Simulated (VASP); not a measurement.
Level of theory: PBE GGA, VASP's PBE PAW potentials (set 64) (plane waves; VASP).

VASP ran on this input.

### INCAR
```
GGA = PE
EDIFF = 1E-6   ! SCF stop (eV)
ISMEAR = 0   ! Gaussian
LCHARG = .FALSE.
ALGO = Normal   ! blocked Davidson
LREAL = .FALSE.   ! projection in real space or not
ENCUT = 500   ! plane-wave cut-off (eV)
LMAXMIX = 4   ! l cut-off of mixed one-centre charges
LASPH = .TRUE.
SYSTEM = InAs
ISIF = 2   ! forces and stress, cell fixed
NELM = 100   ! most electronic steps
LWAVE = .FALSE.
PREC = Accurate
SIGMA = 0.05   ! width (eV)
```

**KPOINTS**
```
Automatic mesh
0
Gamma
7 7 7
0 0 0
```

POSCAR:
```
InAs
1
    0.0000000000     3.0906000000     3.0906000000
    3.0906000000     0.0000000000     3.0906000000
    3.0906000000     3.0906000000     0.0000000000
In As
1 1
Direct
  0.0000000000   0.0000000000   0.0000000000
  0.2500000000   0.2500000000   0.2500000000
```

POTCAR, in this order: In_d As (PBE.64 set). Program: vasp_std.

Problem. What will the output report for the number of irreducible k-points (NKPTS), number of bands (NBANDS), largest plane-wave count, number of space-group operations, FFT grid (NGX, NGY, NGZ)?

Solution. 
```yaml
number of irreducible k-points (NKPTS): 20
number of bands (NBANDS): 13
largest_plane_wave_count: 1511
number_of_space_group_operations: 24
FFT grid (NGX, NGY, NGZ): 32 × 32 × 32
```

The compound is InAs in the zinc blende structure. The cell was not relaxed at this level. The run is one of a series of settings (ENCUT = 500 against the base run), some of them coarse on purpose.
